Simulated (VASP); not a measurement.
Method: PBE GGA, VASP's PBE PAW potentials (set 64) (plane waves; VASP).

Input for VASP

**INCAR**
```
SYSTEM = MgB2
PREC = Accurate
ENCUT = 520
EDIFF = 1E-6
NELM = 100
ALGO = Normal
LREAL = .FALSE.
LASPH = .TRUE.
ISMEAR = 1
SIGMA = 0.1
GGA = PE
LWAVE = .FALSE.
LCHARG = .FALSE.
ISIF = 2
```

### POSCAR
```
MgB2
1
    1.5450000000    -2.6760180000     0.0000000000
    1.5450000000     2.6760180000     0.0000000000
    0.0000000000     0.0000000000     3.5200000000
Mg B
1 2
Direct
  0.0000000000   0.0000000000   0.0000000000
  0.3333330000   0.6666670000   0.5000000000
  0.6666670000   0.3333330000   0.5000000000
```

KPOINTS:
```
K-points
0
G
10 10 8
0 0 0
```

POTCAR, in this order: Mg B (PBE.64 set). Program: vasp_std.

What VASP printed:

### OSZICAR
```
       N       E                     dE             d eps       ncg     rms          rms(c)
DAV:   1     0.530141916340E+01    0.53014E+01   -0.37992E+03  1192   0.827E+02
DAV:   2    -0.166456234521E+02   -0.21947E+02   -0.20950E+02  1592   0.110E+02
DAV:   3    -0.169805973826E+02   -0.33497E+00   -0.33499E+00  1536   0.159E+01
DAV:   4    -0.169810311850E+02   -0.43380E-03   -0.43379E-03  1696   0.530E-01
DAV:   5    -0.169810314695E+02   -0.28443E-06   -0.28442E-06  1456   0.982E-03    0.518E+00
DAV:   6    -0.155811087871E+02    0.13999E+01   -0.23295E+00  1200   0.837E+00    0.252E+00
DAV:   7    -0.153249757868E+02    0.25613E+00   -0.12713E+00  1344   0.605E+00    0.733E-01
DAV:   8    -0.153241261731E+02    0.84961E-03   -0.73574E-02  1224   0.187E+00    0.298E-01
DAV:   9    -0.153200017225E+02    0.41245E-02   -0.13401E-02  1216   0.649E-01    0.538E-02
DAV:  10    -0.153199914363E+02    0.10286E-04   -0.11684E-03  1504   0.215E-01    0.276E-02
DAV:  11    -0.153199562820E+02    0.35154E-04   -0.16638E-04  1248   0.795E-02    0.204E-03
DAV:  12    -0.153199564471E+02   -0.16511E-06   -0.15780E-06  1472   0.116E-02
   1 F= -.15319956E+02 E0= -.15320048E+02  d E =0.274631E-03
```

### OUTCAR
```
------------------------ aborting loop because EDIFF is reached ----------------------------------------
  FORCE on cell =-STRESS in cart. coord.  units (eV):
  Direction    XX          YY          ZZ          XY          YZ          ZX
  --------------------------------------------------------------------------------------
  Total       -0.3045478     -0.3045477     -0.2563702      0.0000000      0.0000000      0.0000000
  in kB      -16.7639325    -16.7639262    -14.1119783      0.0000000      0.0000000      0.0000000
  external PRESSURE =     -15.8799457 kB  Pullay stress =       0.0000000 kB
  volume of cell :       29.11
      direct lattice vectors                 reciprocal lattice vectors
     1.545000000 -2.676018000  0.000000000     0.323624595 -0.186844782  0.000000000
     1.545000000  2.676018000  0.000000000     0.323624595  0.186844782  0.000000000
     0.000000000  0.000000000  3.520000000     0.000000000  0.000000000  0.284090909
 POSITION                                       TOTAL-FORCE (eV/Angst)
 -----------------------------------------------------------------------------------
      0.00000      0.00000      0.00000        -0.000000      0.000000      0.000000
      1.54500      0.89201      1.76000        -0.000000      0.000000      0.000000
      1.54500     -0.89201      1.76000         0.000000     -0.000000      0.000000
 -----------------------------------------------------------------------------------
    total drift:                                0.000000     -0.000000      0.000000
  FREE ENERGIE OF THE ION-ELECTRON SYSTEM (eV)
  ---------------------------------------------------
  free  energy   TOTEN  =       -15.3199564471 eV

  energy  without entropy=      -15.3202310780  energy(sigma->0) =      -15.32004799
```
(Selected blocks of OUTCAR.)

The compound is MgB2 in the AlB2 type structure. The cell was not relaxed at this level.
